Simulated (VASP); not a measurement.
```xyz
4
Lattice="3.5122 0.0000 0.0000 0.0000 3.5122 0.0000 0.0000 0.0000 3.5122" Properties=species:S:1:pos:R:3 pbc="T T T"
Fe     0.0000     0.0000     0.0000
Ni     0.0000     1.7561     1.7561
Ni     1.7561     0.0000     1.7561
Ni     1.7561     1.7561     0.0000
```
Starting moments (μB, in the order of the record's atoms Fe Ni Ni Ni): 2.8 0.6 0.6 0.6.

Level of theory: optB86b-vdW, VASP's PBE PAW potentials (set 64) (plane waves; VASP). Run with 520 eV cut-off, 10×10×10 Γ-centred mesh, tetrahedra with Blöchl corrections, potentials Fe Ni.

The cores are frozen, which limits the accuracy of field gradients.

Problem. Give the principal components of the electric field gradient (V/Å²) and the asymmetry η at each nucleus.

Solution. 
```csv
atom,Vxx,Vyy,Vzz,η
Fe1,0.0,0.0,0.0,-
Ni2,-1.0,-1.0,2.0,0.00
Ni3,-1.0,-1.0,2.0,0.00
Ni4,-1.0,-1.0,2.0,0.00
```

The compound is Ni3Fe in the L1_2 structure. It was relaxed first.
